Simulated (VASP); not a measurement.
An input for Ansatz (written as the equivalent of a VASP run, and not itself run):

Ansatz 0.2 input:
```yaml
crystal:
  lattice:
    - [0.0000000, 3.2589000, 3.2589000]
    - [3.2589000, 0.0000000, 3.2589000]
    - [3.2589000, 3.2589000, 0.0000000]
  atoms:
    - { symbol: Ba, position: [0.0000000, 0.0000000, 0.0000000] }
    - { symbol: S, position: [0.5000000, 0.5000000, 0.5000000] }
kpoints:
  mp_grid: { grid: [8, 8, 8], shift: [0.5, 0.5, 0.5] }
hamiltonian:
  xc: pbe
  pseudopotentials: { kind: paw }
scf:
  occupations: { method: gaussian, width: 0.05 }
  max_iter: 100
output: { forces: true, stress: true, eigenvalues: true }
```

**Question.** Translate this input to VASP (INCAR, KPOINTS, POSCAR, choice of POTCAR).

**Answer.** Several could match; the one computed here: 
### POSCAR
```
BaS
4.6087810
  0.0000000000   0.7071067165   0.7071067165
  0.7071067165   0.0000000000   0.7071067165
  0.7071067165   0.7071067165   0.0000000000
Ba S
1 1
Direct
  0.0000000000   0.0000000000   0.0000000000
  0.5000000000   0.5000000000   0.5000000000
```

**KPOINTS**
```
Regular mesh
0
Monkhorst
  8 8 8
0 0 0
```

**INCAR**
```
SYSTEM = BaS
PREC = Accurate; ENCUT = 400; LREAL = .FALSE.
LASPH = .TRUE.
EDIFF = 1E-6; NELM = 100; ALGO = Normal
LMAXMIX = 4
ISMEAR = 0; SIGMA = 0.05
GGA = PE
ISIF = 2
LWAVE = .FALSE.; LCHARG = .FALSE.
```

POTCAR, in this order: Ba_sv S (PBE.64 set). Program: vasp_std.

Limits of the translation: each code has its own PAW files, so the cut-off isn't converted (ENCUT is set for VASP's; basis.ecutwfc is left out, and Ansatz then takes the one that its files recommend); Ansatz stops its SCF on the density residual and VASP on the energy change (EDIFF); an even Monkhorst-Pack mesh in KPOINTS is shifted by half a step.

The compound is BaS in the rock salt structure. The cell was not relaxed at this level. The run is one of a series of settings (KPOINTS 8×8×8 Monkhorst-Pack mesh against the base run), some of them coarse on purpose.
